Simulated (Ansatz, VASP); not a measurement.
# Cross-check of H9C3NO2 (ionic liquid ethylammonium formate at 450 K) between VASP and Ansatz, part 3 of 4

One calculation is typed for both programs; each brings its own data sets. How far apart do they land? Of the first pair: The structure shown is the start of the Ansatz relaxation below; VASP solves that cell, so the two are compared at the walk's first step.

VASP 6.6.1 and Ansatz 0.2.0.

So far. Step 3 (VASP: single point, PBEsol, start cell, pair 1): The run ends at a pressure of 3.46 GPa, with forces up to 4.6 eV/Å.

**5. Ansatz: relaxation, PBEsol**

Level of this step: Ansatz beside VASP: Kohn-Sham DFT, plane waves, PBEsol (Ansatz).

This run makes the geometry at which the two programs are then compared.

The structure compared here is the end of the Ansatz relaxation.

Input file input.yaml:

```yaml
crystal:
  lattice:
    - [12.99138, 0.0, 0.0]
    - [0.0, 12.99138, 0.0]
    - [0.0, 0.0, 12.99138]
  atoms:
    - { symbol: C, position: [0.81509, 0.85531, 0.54097] }
    - { symbol: C, position: [0.80339, 0.87107, 0.43427] }
    - { symbol: "N", position: [0.90208, 0.89577, 0.38294] }
    - { symbol: H, position: [0.78726, 0.92281, 0.57486] }
    - { symbol: H, position: [0.7626, 0.79491, 0.56119] }
    - { symbol: H, position: [0.89773, 0.83905, 0.56112] }
    - { symbol: H, position: [0.76751, 0.80283, 0.39794] }
    - { symbol: H, position: [0.75088, 0.93269, 0.41974] }
    - { symbol: H, position: [0.90098, 0.87198, 0.31044] }
    - { symbol: H, position: [0.96029, 0.85394, 0.42239] }
    - { symbol: H, position: [0.915, 0.97098, 0.39093] }
    - { symbol: C, position: [0.45737, 0.73377, 0.01293] }
    - { symbol: C, position: [0.55965, 0.73175, 0.965] }
    - { symbol: "N", position: [0.61503, 0.82924, 0.00495] }
    - { symbol: H, position: [0.46461, 0.7225, 0.09135] }
    - { symbol: H, position: [0.43057, 0.81079, 0.01197] }
    - { symbol: H, position: [0.39931, 0.67785, 0.98941] }
    - { symbol: H, position: [0.60311, 0.66321, 0.98693] }
    - { symbol: H, position: [0.55472, 0.73696, 0.88384] }
    - { symbol: H, position: [0.69135, 0.82584, 0.98674] }
    - { symbol: H, position: [0.60513, 0.82092, 0.08088] }
    - { symbol: H, position: [0.58757, 0.89964, 0.98103] }
    - { symbol: C, position: [0.48001, 0.5006, 0.17736] }
    - { symbol: C, position: [0.55272, 0.42419, 0.22414] }
    - { symbol: "N", position: [0.55932, 0.33495, 0.15475] }
    - { symbol: H, position: [0.51069, 0.55057, 0.12238] }
    - { symbol: H, position: [0.42098, 0.45801, 0.13455] }
    - { symbol: H, position: [0.44811, 0.55436, 0.23698] }
    - { symbol: H, position: [0.62951, 0.45546, 0.22156] }
    - { symbol: H, position: [0.52649, 0.3954, 0.29863] }
    - { symbol: H, position: [0.59973, 0.27942, 0.1953] }
    - { symbol: H, position: [0.59296, 0.35164, 0.08622] }
    - { symbol: H, position: [0.49705, 0.28726, 0.14539] }
    - { symbol: C, position: [0.45871, 0.32655, 0.53567] }
    - { symbol: C, position: [0.57281, 0.29313, 0.52397] }
    - { symbol: "N", position: [0.63445, 0.28661, 0.61668] }
    - { symbol: H, position: [0.41662, 0.25642, 0.55362] }
    - { symbol: H, position: [0.43909, 0.37739, 0.59522] }
    - { symbol: H, position: [0.41584, 0.36078, 0.47243] }
    - { symbol: H, position: [0.57603, 0.21951, 0.4876] }
    - { symbol: H, position: [0.61809, 0.34596, 0.48218] }
    - { symbol: H, position: [0.63491, 0.34878, 0.65723] }
    - { symbol: H, position: [0.70947, 0.27228, 0.59171] }
    - { symbol: H, position: [0.60561, 0.2173, 0.65705] }
    - { symbol: C, position: [0.71132, 0.13341, 0.85478] }
    - { symbol: C, position: [0.78334, 0.16954, 0.93862] }
    - { symbol: "N", position: [0.75685, 0.12641, 0.03921] }
    - { symbol: H, position: [0.71303, 0.04676, 0.86404] }
    - { symbol: H, position: [0.6326, 0.15318, 0.86321] }
    - { symbol: H, position: [0.73056, 0.152, 0.77154] }
    - { symbol: H, position: [0.86801, 0.15788, 0.91781] }
    - { symbol: H, position: [0.79372, 0.25152, 0.94239] }
    - { symbol: H, position: [0.79448, 0.16737, 0.09758] }
    - { symbol: H, position: [0.77924, 0.05111, 0.04562] }
    - { symbol: H, position: [0.67963, 0.13243, 0.04913] }
    - { symbol: C, position: [0.38626, 0.38272, 0.80804] }
    - { symbol: C, position: [0.38923, 0.39644, 0.9213] }
    - { symbol: "N", position: [0.29935, 0.35105, 0.96375] }
    - { symbol: H, position: [0.34608, 0.31295, 0.78784] }
    - { symbol: H, position: [0.35918, 0.45072, 0.77521] }
    - { symbol: H, position: [0.46548, 0.36884, 0.7823] }
    - { symbol: H, position: [0.4473, 0.35406, 0.96509] }
    - { symbol: H, position: [0.39742, 0.47942, 0.94416] }
    - { symbol: H, position: [0.25707, 0.41347, 0.95875] }
    - { symbol: H, position: [0.31225, 0.33114, 0.0354] }
    - { symbol: H, position: [0.27045, 0.28278, 0.93008] }
    - { symbol: C, position: [0.90746, 0.92423, 0.77351] }
    - { symbol: C, position: [0.99876, 0.85521, 0.75223] }
    - { symbol: "N", position: [0.02464, 0.78341, 0.84201] }
    - { symbol: H, position: [0.92299, 0.96456, 0.84365] }
    - { symbol: H, position: [0.88781, 0.97388, 0.71194] }
    - { symbol: H, position: [0.83338, 0.89804, 0.78656] }
    - { symbol: H, position: [0.98878, 0.79761, 0.68908] }
    - { symbol: H, position: [0.06419, 0.90044, 0.74335] }
    - { symbol: H, position: [0.96174, 0.7573, 0.8794] }
    - { symbol: H, position: [0.07934, 0.81071, 0.89148] }
    - { symbol: H, position: [0.05118, 0.722, 0.80155] }
    - { symbol: C, position: [0.88825, 0.60277, 0.41142] }
    - { symbol: C, position: [0.85939, 0.48858, 0.42564] }
    - { symbol: "N", position: [0.88374, 0.44763, 0.5332] }
    - { symbol: H, position: [0.8401, 0.65152, 0.45814] }
    - { symbol: H, position: [0.96371, 0.60873, 0.44462] }
    - { symbol: H, position: [0.89454, 0.61793, 0.33042] }
    - { symbol: H, position: [0.77492, 0.494, 0.42481] }
    - { symbol: H, position: [0.88826, 0.43409, 0.36916] }
    - { symbol: H, position: [0.8431, 0.49306, 0.58338] }
    - { symbol: H, position: [0.96286, 0.45446, 0.54158] }
    - { symbol: H, position: [0.86053, 0.37787, 0.54338] }
    - { symbol: C, position: [0.18346, 0.23152, 0.61178] }
    - { symbol: C, position: [0.07118, 0.22528, 0.64182] }
    - { symbol: "N", position: [0.02054, 0.1931, 0.54599] }
    - { symbol: H, position: [0.21332, 0.16334, 0.57192] }
    - { symbol: H, position: [0.19987, 0.29858, 0.55733] }
    - { symbol: H, position: [0.2323, 0.23499, 0.6835] }
    - { symbol: H, position: [0.05915, 0.16914, 0.70615] }
    - { symbol: H, position: [0.03656, 0.30126, 0.66341] }
    - { symbol: H, position: [0.94013, 0.18986, 0.54732] }
    - { symbol: H, position: [0.03512, 0.11508, 0.53319] }
    - { symbol: H, position: [0.04459, 0.2375, 0.48321] }
    - { symbol: C, position: [0.15459, 0.60824, 0.27297] }
    - { symbol: C, position: [0.18031, 0.70452, 0.21487] }
    - { symbol: "N", position: [0.14506, 0.70781, 0.1078] }
    - { symbol: H, position: [0.17182, 0.62609, 0.35841] }
    - { symbol: H, position: [0.07052, 0.58529, 0.27529] }
    - { symbol: H, position: [0.20412, 0.54523, 0.25848] }
    - { symbol: H, position: [0.15202, 0.77189, 0.25649] }
    - { symbol: H, position: [0.26815, 0.70056, 0.21895] }
    - { symbol: H, position: [0.18999, 0.66019, 0.06129] }
    - { symbol: H, position: [0.16249, 0.77871, 0.0788] }
    - { symbol: H, position: [0.06833, 0.69059, 0.09436] }
    - { symbol: C, position: [0.57888, 0.99013, 0.34816] }
    - { symbol: C, position: [0.49905, 0.95506, 0.26434] }
    - { symbol: "N", position: [0.42974, 0.03917, 0.24201] }
    - { symbol: H, position: [0.59625, 0.91973, 0.3971] }
    - { symbol: H, position: [0.65012, 0.02422, 0.32221] }
    - { symbol: H, position: [0.5455, 0.04686, 0.39795] }
    - { symbol: H, position: [0.53658, 0.93054, 0.19462] }
    - { symbol: H, position: [0.45001, 0.89012, 0.29321] }
    - { symbol: H, position: [0.41867, 0.0873, 0.30706] }
    - { symbol: H, position: [0.36242, 0.02173, 0.19857] }
    - { symbol: H, position: [0.47211, 0.09071, 0.19914] }
    - { symbol: C, position: [0.37644, 0.87222, 0.72594] }
    - { symbol: C, position: [0.34332, 0.98306, 0.71666] }
    - { symbol: "N", position: [0.395, 0.04081, 0.79611] }
    - { symbol: H, position: [0.37615, 0.84946, 0.64644] }
    - { symbol: H, position: [0.44427, 0.86358, 0.77263] }
    - { symbol: H, position: [0.31051, 0.8268, 0.76446] }
    - { symbol: H, position: [0.3609, 0.03041, 0.65834] }
    - { symbol: H, position: [0.25873, 0.99165, 0.72318] }
    - { symbol: H, position: [0.34578, 0.10576, 0.81342] }
    - { symbol: H, position: [0.46662, 0.06505, 0.77736] }
    - { symbol: H, position: [0.41186, 0.00746, 0.86544] }
    - { symbol: C, position: [0.41587, 0.58083, 0.50025] }
    - { symbol: C, position: [0.38582, 0.69172, 0.5187] }
    - { symbol: "N", position: [0.49085, 0.73323, 0.54885] }
    - { symbol: H, position: [0.47896, 0.56699, 0.44695] }
    - { symbol: H, position: [0.45522, 0.55704, 0.56734] }
    - { symbol: H, position: [0.35953, 0.52173, 0.47312] }
    - { symbol: H, position: [0.36941, 0.74017, 0.44281] }
    - { symbol: H, position: [0.32991, 0.70067, 0.58144] }
    - { symbol: H, position: [0.52089, 0.68678, 0.60588] }
    - { symbol: H, position: [0.50267, 0.80789, 0.56759] }
    - { symbol: H, position: [0.53176, 0.71657, 0.4862] }
    - { symbol: C, position: [0.11576, 0.1334, 0.30834] }
    - { symbol: C, position: [0.12307, 0.11246, 0.1998] }
    - { symbol: "N", position: [0.0193, 0.12859, 0.14837] }
    - { symbol: H, position: [0.09465, 0.2156, 0.30674] }
    - { symbol: H, position: [0.047, 0.0944, 0.34672] }
    - { symbol: H, position: [0.19111, 0.12111, 0.34696] }
    - { symbol: H, position: [0.17213, 0.16731, 0.15754] }
    - { symbol: H, position: [0.13862, 0.03144, 0.19111] }
    - { symbol: H, position: [0.00075, 0.20554, 0.13997] }
    - { symbol: H, position: [0.95548, 0.08603, 0.17564] }
    - { symbol: H, position: [0.04307, 0.09975, 0.07752] }
    - { symbol: C, position: [0.05255, 0.3952, 0.87305] }
    - { symbol: C, position: [0.95087, 0.44304, 0.84733] }
    - { symbol: "N", position: [0.89378, 0.44184, 0.94222] }
    - { symbol: H, position: [0.08339, 0.44276, 0.93713] }
    - { symbol: H, position: [0.03309, 0.31555, 0.88569] }
    - { symbol: H, position: [0.09397, 0.40564, 0.80423] }
    - { symbol: H, position: [0.94944, 0.52645, 0.82137] }
    - { symbol: H, position: [0.89968, 0.40534, 0.79146] }
    - { symbol: H, position: [0.90664, 0.38228, 0.98629] }
    - { symbol: H, position: [0.82244, 0.45866, 0.93123] }
    - { symbol: H, position: [0.91948, 0.51022, 0.98469] }
    - { symbol: O, position: [0.30979, 0.9033, 0.1209] }
    - { symbol: C, position: [0.25363, 0.91724, 0.04448] }
    - { symbol: O, position: [0.21543, 0.85064, 0.98304] }
    - { symbol: H, position: [0.21559, 0.99187, 0.03391] }
    - { symbol: O, position: [0.98093, 0.85472, 0.20022] }
    - { symbol: C, position: [0.93832, 0.88777, 0.12131] }
    - { symbol: O, position: [0.88953, 0.97243, 0.11234] }
    - { symbol: H, position: [0.95303, 0.84742, 0.04928] }
    - { symbol: O, position: [0.82393, 0.77132, 0.93874] }
    - { symbol: C, position: [0.83617, 0.68094, 0.97142] }
    - { symbol: O, position: [0.92074, 0.63979, 0.99645] }
    - { symbol: H, position: [0.76954, 0.62901, 0.97192] }
    - { symbol: O, position: [0.71549, 0.49224, 0.62411] }
    - { symbol: C, position: [0.66494, 0.54736, 0.68388] }
    - { symbol: O, position: [0.58447, 0.59743, 0.66995] }
    - { symbol: H, position: [0.70757, 0.57709, 0.75154] }
    - { symbol: O, position: [0.56018, 0.93123, 0.61234] }
    - { symbol: C, position: [0.59045, 0.02276, 0.60743] }
    - { symbol: O, position: [0.56279, 0.09491, 0.66454] }
    - { symbol: H, position: [0.6332, 0.03865, 0.53643] }
    - { symbol: O, position: [0.76883, 0.31335, 0.23433] }
    - { symbol: C, position: [0.84817, 0.33863, 0.18926] }
    - { symbol: O, position: [0.90349, 0.29931, 0.11687] }
    - { symbol: H, position: [0.86258, 0.42196, 0.20156] }
    - { symbol: O, position: [0.54932, 0.14971, 0.06468] }
    - { symbol: C, position: [0.48383, 0.08893, 0.01829] }
    - { symbol: O, position: [0.51697, 0.01536, 0.96481] }
    - { symbol: H, position: [0.40323, 0.08719, 0.03751] }
    - { symbol: O, position: [0.09098, 0.49976, 0.52493] }
    - { symbol: C, position: [0.12703, 0.44184, 0.45886] }
    - { symbol: O, position: [0.08199, 0.35944, 0.43605] }
    - { symbol: H, position: [0.21742, 0.4405, 0.44784] }
    - { symbol: O, position: [0.58562, 0.70758, 0.35952] }
    - { symbol: C, position: [0.6322, 0.70618, 0.27256] }
    - { symbol: O, position: [0.65048, 0.78581, 0.2179] }
    - { symbol: H, position: [0.66592, 0.62962, 0.24519] }
    - { symbol: O, position: [0.21372, 0.5652, 0.94888] }
    - { symbol: C, position: [0.20803, 0.61252, 0.86801] }
    - { symbol: O, position: [0.13356, 0.62164, 0.81136] }
    - { symbol: H, position: [0.29076, 0.63495, 0.83429] }
    - { symbol: O, position: [0.08208, 0.12515, 0.95577] }
    - { symbol: C, position: [0.15554, 0.108, 0.89559] }
    - { symbol: O, position: [0.2309, 0.16695, 0.87714] }
    - { symbol: H, position: [0.1549, 0.01727, 0.86642] }
    - { symbol: O, position: [0.36892, 0.21291, 0.31357] }
    - { symbol: C, position: [0.32618, 0.27994, 0.25397] }
    - { symbol: O, position: [0.34068, 0.303, 0.16136] }
    - { symbol: H, position: [0.26481, 0.33168, 0.29237] }
    - { symbol: O, position: [0.06993, 0.86474, 0.49193] }
    - { symbol: C, position: [0.13501, 0.92496, 0.52507] }
    - { symbol: O, position: [0.1218, 0.01832, 0.55063] }
    - { symbol: H, position: [0.20522, 0.88817, 0.54996] }
    - { symbol: O, position: [0.80423, 0.23292, 0.51716] }
    - { symbol: C, position: [0.79819, 0.18931, 0.43015] }
    - { symbol: O, position: [0.87049, 0.14104, 0.38217] }
    - { symbol: H, position: [0.71778, 0.17166, 0.40137] }
    - { symbol: O, position: [0.70209, 0.36422, 0.81613] }
    - { symbol: C, position: [0.6644, 0.40416, 0.89882] }
    - { symbol: O, position: [0.69384, 0.39684, 0.9906] }
    - { symbol: H, position: [0.58351, 0.43823, 0.89519] }
total_charge: -1
kpoints:
  mp_grid: { grid: [1, 1, 1] }
hamiltonian:
  xc: pbesol
scf:
  occupations: { method: fermi_dirac, width: 0.01 }
  lower_state_search: "off"
output:
  forces: true
magnetization:
  spin_polarized: true
  initial_magnetization: 1
relax:
  f_tol: 0.05
  max_steps: 90
```

Command:

```console
> ansatz run input.yaml --threads 4 --pin off --max-ram 8192MiB --backend cpu --events-out ev --progress --plain --runs-dir out
```

Numbers of over 12 decimals in the logs are rounded to 6 here.

What it wrote:

```text
[...]
Crystal: 225 atoms, lattice volume = 2192.633 Å³
Basis set: ecut = 420 eV, 42931 PW (Γ), exchange–correlation on 180×180×180 points (8 copies of the dense FFT grid, shifted against one another)
Bands: 511, of which v1, the nominal top of the filled ones, is band 286 counted from 1 (285 counted from 0)
Symmetry: 1 space group operations
[...]
k-points: 1
[...]
Starting moments: Σ|m| = 1 μB on 225 of 225 sites
[...]
- { symbol: C, position: [0.143979, 0.906775, 0.519213] }
[...]
- { symbol: H, position: [0.226409, 0.884879, 0.534834] }
    - { symbol: O, position: [0.834071, 0.228850, 0.563008] }
    - { symbol: C, position: [0.815425, 0.166734, 0.488379] }
    - { symbol: O, position: [0.877855, 0.105445, 0.450847] }
    - { symbol: H, position: [0.735576, 0.169568, 0.455469] }
    - { symbol: O, position: [0.669550, 0.384717, 0.817565] }
    - { symbol: C, position: [0.627628, 0.437292, 0.886175] }
    - { symbol: O, position: [0.657411, 0.443202, 0.979417] }
    - { symbol: H, position: [0.558635, 0.484438, 0.865039] }
```

(Continued in part 4 of 4.)

[Lines on the potential files, build, host, timing and source positions are cut from VASP's logs without a mark.]

[Logs are printed without paths, hosts, clocks, repeated set-up lines and the standing remarks that a program may print on its own settings, such as how far it seeks lower states.]

[Hosts, paths, dates, database ids (printed as entryN), source tags and the programs' standing remarks are cut or masked in the printed files.]
